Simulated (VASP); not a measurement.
Output of a VASP run:

File OSZICAR:
```
       N       E                     dE             d eps       ncg     rms          rms(c)
DAV:   1     0.538342128871E+02    0.53834E+02   -0.56985E+03   648   0.897E+02
DAV:   2    -0.321676396142E+02   -0.86002E+02   -0.81345E+02   992   0.169E+02
DAV:   3    -0.378780265579E+02   -0.57104E+01   -0.56936E+01   804   0.518E+01
DAV:   4    -0.379299526793E+02   -0.51926E-01   -0.51905E-01   756   0.600E+00
DAV:   5    -0.379305274089E+02   -0.57473E-03   -0.57464E-03   812   0.607E-01    0.785E+00
DAV:   6    -0.359225641001E+02    0.20080E+01   -0.41486E-01   664   0.613E+00    0.531E+00
DAV:   7    -0.327145783214E+02    0.32080E+01   -0.99189E-01   712   0.737E+00    0.155E+00
DAV:   8    -0.341827290482E+02   -0.14682E+01   -0.43920E-01   648   0.562E+00    0.389E-01
DAV:   9    -0.344608061281E+02   -0.27808E+00   -0.20565E-01   648   0.412E+00    0.226E-01
DAV:  10    -0.344986785171E+02   -0.37872E-01   -0.11744E-01   660   0.401E+00    0.213E-01
DAV:  11    -0.344479323113E+02    0.50746E-01   -0.71782E-03   680   0.105E+00    0.161E-01
DAV:  12    -0.345097144860E+02   -0.61782E-01   -0.44070E-02   648   0.289E+00    0.695E-02
DAV:  13    -0.344850717513E+02    0.24643E-01   -0.12838E-02   648   0.148E+00    0.487E-02
DAV:  14    -0.345055563633E+02   -0.20485E-01   -0.31800E-03   656   0.783E-01    0.299E-02
DAV:  15    -0.345106231591E+02   -0.50668E-02   -0.38098E-03   648   0.766E-01    0.972E-03
DAV:  16    -0.345108288936E+02   -0.20573E-03   -0.10039E-04   772   0.115E-01    0.832E-03
DAV:  17    -0.345107883612E+02    0.40532E-04   -0.14314E-05   692   0.444E-02    0.810E-03
DAV:  18    -0.345108265727E+02   -0.38212E-04   -0.83734E-06   684   0.343E-02    0.527E-03
DAV:  19    -0.345108417238E+02   -0.15151E-04   -0.10124E-05   660   0.385E-02    0.209E-03
DAV:  20    -0.345108408229E+02    0.90094E-06   -0.95751E-07   480   0.118E-02
   1 F= -.34510841E+02 E0= -.34510841E+02  d E =-.345108E+02
```

**OUTCAR**
```
------------------------ aborting loop because EDIFF is reached ----------------------------------------
  FORCE on cell =-STRESS in cart. coord.  units (eV):
  Direction    XX          YY          ZZ          XY          YZ          ZX
  --------------------------------------------------------------------------------------
  Total       -0.0645887     -0.0446412      0.0020949      0.0000000      0.0000000      0.0000000
  in kB       -1.1247795     -0.7774043      0.0364809      0.0000000      0.0000000      0.0000000
  external PRESSURE =      -0.6219010 kB  Pullay stress =       0.0000000 kB
  volume of cell :       92.00
      direct lattice vectors                 reciprocal lattice vectors
     3.182848056 -2.678366071  0.000000000     0.157092010 -0.186680979  0.000000000
     3.182848056  2.678366071  0.000000000     0.157092010  0.186680979  0.000000000
     0.000000000  0.000000000  5.396149190     0.000000000  0.000000000  0.185317337
 POSITION                                       TOTAL-FORCE (eV/Angst)
 -----------------------------------------------------------------------------------
      3.18285     -2.38809      0.98752         0.000000      0.017919     -0.004690
      3.18285      2.38809      3.68560         0.000000     -0.017919     -0.004690
      3.18285     -1.34292      5.37454         0.000000      0.007510      0.004690
      3.18285      1.34292      2.67646         0.000000     -0.007510      0.004690
 -----------------------------------------------------------------------------------
    total drift:                                0.000000     -0.000000      0.000371
  FREE ENERGIE OF THE ION-ELECTRON SYSTEM (eV)
  ---------------------------------------------------
  free  energy   TOTEN  =       -34.5108408229 eV

  energy  without entropy=      -34.5108408229  energy(sigma->0) =      -34.51084082

 reached required accuracy - stopping structural energy minimisation
```
(Selected blocks of OUTCAR.)

**POSCAR**
```
HBr
1
    3.1828480555    -2.6783660708     0.0000000000
    3.1828480555     2.6783660708     0.0000000000
    0.0000000000     0.0000000000     5.3961491902
H Br
2 2
Direct
  0.9458117885   0.0541882115   0.1830054740
  0.0541882115   0.9458117885   0.6830054740
  0.7506970540   0.2493029460   0.9959945260
  0.2493029460   0.7506970540   0.4959945260
```

**Question.** Reconstruct the remaining input files.

**Answer.** This is not unique; one that fits is the input of the run itself, r2SCAN meta-GGA, plane waves, VASP's PBE PAW potentials (set 64).

KPOINTS:
```
Automatic mesh
0
Gamma
5 5 4
0 0 0
```

**INCAR**
```
LWAVE = F
NELM = 100
NSW = 60
SIGMA = 0.05
SYSTEM = HBr
LMIXTAU = T
EDIFF = 1E-6   ! SCF stop (eV)
ALGO = Normal   ! blocked Davidson
EDIFFG = -0.02
ISIF = 3   ! ions, shape and volume
LASPH = T
IBRION = 2   ! conjugate gradients
LREAL = F   ! projection in real space or not
METAGGA = R2SCAN
PREC = Accurate
ISMEAR = 0   ! Gaussian
LCHARG = F
ENCUT = 400
LMAXMIX = 4
```

POTCAR, in this order: H Br (PBE.64 set). Program: vasp_std.

The structure comes from a measured HBr entry (Cmc2_1) of the Crystallography Open Database, whose conditions weren't checked. It was relaxed first. The start is the result of an earlier pass.
